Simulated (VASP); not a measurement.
Input of a VASP 6.6.1 run:

The input INCAR:

```
PREC     = Accurate       # precision mode
ENCUT    = 600            # plane-wave cutoff, eV
EDIFF    = 1E-6           # SCF threshold, eV
ISMEAR   = 1              # smearing method
SIGMA    = 0.1            # smearing width, eV
LREAL    = F              # projectors in reciprocal space
LASPH    = T              # aspherical terms in the spheres
NELM     = 80             # most SCF steps
ALGO     = Normal         # electronic algorithm
ISIF     = 3              # what is computed and relaxed
LWAVE    = F              # write WAVECAR
LCHARG   = F              # write CHGCAR
METAGGA  = TPSS           # meta-GGA
LMIXTAU  = T            
IBRION   = 2              # ionic algorithm
NSW      = 40             # ionic steps
EDIFFG   = -0.005         # ionic threshold
```

The input KPOINTS:

```
Automatic mesh
0
Gamma
  9 9 6
```

Contents of POSCAR:

```
TlRu
1.0
    3.5471462100      0.0000000000      0.0000000000
   -1.7735731100      3.0719187300      0.0000000000
    0.0000000000      0.0000000000      4.9370145800
Tl Ru
1 1
Direct
    0.0000000000      0.0000000000      0.0000000000
    0.0000000000      0.0000000000      0.5000000000
```

Potentials or basis: VASP PAW PBE potentials, release 64 (Tl_d, Ru_pv).

Command:

```bash
$ cat potpaw_PBE.64/Tl_d/POTCAR potpaw_PBE.64/Ru_pv/POTCAR > POTCAR
$ mpirun -np 1 vasp_std > vasp.out
```

Q: Predict the relaxed volume.

A: 19.94 Å³/atom.

Q: Estimate the space group after relaxing (to 0.05 Å).

A: P6/mmm (No. 191).

Q: What does it give for the band gap on the k mesh?

A: None (metal or under the smearing width).

Final structure:
```
Tl Ru
1.0
     2.91940    0.00000    0.00000
    -1.45970    2.52827    0.00000
     0.00000    0.00000    5.40395
Tl Ru
1 1
Direct
  0.00000 0.00000 0.00000
  0.00000 0.00000 0.50000
```

Caveat: the volume moved by over 15 % at a fixed basis, so the end points are rough; the PAW data sets were made with another functional, which shifts forces and pressure a little. The run has no spin-orbit coupling, so splittings on Tl are missing.
